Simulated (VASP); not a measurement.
OSZICAR of a VASP run on MgB2 (AlB2 type):

**OSZICAR**
```
       N       E                     dE             d eps       ncg     rms          rms(c)
DAV:   1     0.616952655663E+01    0.61695E+01   -0.38702E+03  1368   0.833E+02
DAV:   2    -0.158986931117E+02   -0.22068E+02   -0.21099E+02  1896   0.106E+02
DAV:   3    -0.161880939915E+02   -0.28940E+00   -0.28781E+00  1704   0.148E+01
DAV:   4    -0.161885036773E+02   -0.40969E-03   -0.40969E-03  1920   0.519E-01
DAV:   5    -0.161885041676E+02   -0.49032E-06   -0.48988E-06  1688   0.118E-02    0.506E+00
DAV:   6    -0.149027462040E+02    0.12858E+01   -0.21070E+00  1400   0.779E+00    0.248E+00
DAV:   7    -0.146750393534E+02    0.22771E+00   -0.11877E+00  1544   0.577E+00    0.757E-01
DAV:   8    -0.146780148520E+02   -0.29755E-02   -0.15562E-01  1448   0.240E+00    0.481E-01
DAV:   9    -0.146661556794E+02    0.11859E-01   -0.42048E-02  1408   0.112E+00    0.546E-02
DAV:  10    -0.146662409566E+02   -0.85277E-04   -0.84723E-04  1856   0.233E-01    0.331E-02
DAV:  11    -0.146662102421E+02    0.30714E-04   -0.25811E-04  1376   0.893E-02    0.775E-03
DAV:  12    -0.146662061209E+02    0.41212E-05   -0.18303E-05  1472   0.261E-02    0.108E-03
DAV:  13    -0.146662061575E+02   -0.36592E-07   -0.26991E-07  1816   0.446E-03
   1 F= -.14666206E+02 E0= -.14666015E+02  d E =-.146662E+02
       N       E                     dE             d eps       ncg     rms          rms(c)
DAV:   1    -0.146763466152E+02   -0.10140E-01   -0.15509E-01  1784   0.303E+00    0.251E-01
DAV:   2    -0.146727609717E+02    0.35856E-02   -0.78653E-03  1728   0.554E-01    0.101E-01
DAV:   3    -0.146722043471E+02    0.55662E-03   -0.20903E-03  1616   0.247E-01    0.251E-02
DAV:   4    -0.146721876188E+02    0.16728E-04   -0.62746E-05  1648   0.666E-02    0.187E-03
DAV:   5    -0.146721876019E+02    0.16828E-07   -0.58413E-07  1824   0.681E-03
   2 F= -.14672188E+02 E0= -.14672276E+02  d E =-.598144E-02
       N       E                     dE             d eps       ncg     rms          rms(c)
DAV:   1    -0.146722855895E+02   -0.97971E-04   -0.15649E-03  1784   0.305E-01    0.246E-02
DAV:   2    -0.146722522984E+02    0.33291E-04   -0.73223E-05  1744   0.539E-02    0.109E-02
DAV:   3    -0.146722465043E+02    0.57942E-05   -0.24508E-05  1576   0.265E-02    0.260E-03
DAV:   4    -0.146722464487E+02    0.55578E-07   -0.94803E-07  1552   0.755E-03
   3 F= -.14672246E+02 E0= -.14672329E+02  d E =-.604029E-02
```

**Question.** Which electronic solver shows in the log?

**Answer.** It is blocked Davidson (ALGO = Normal, or the opening steps of other solvers). The INCAR had ALGO = Normal.

**Question.** Can the final energy be trusted as converged?

**Answer.** The calculation finished and met its thresholds. It stopped with EDIFF = 1E-7, NELM = 100, NSW = 30 and EDIFFG = -0.01 after 3 ionic steps (revPBE GGA, plane waves, VASP's PBE PAW potentials (set 64)).

The compound is MgB2 in the AlB2 type structure. This cell is one point of a volume scan, at 1.03 of the reference volume. Symmetry was kept, so distortions that lower it aren't found.
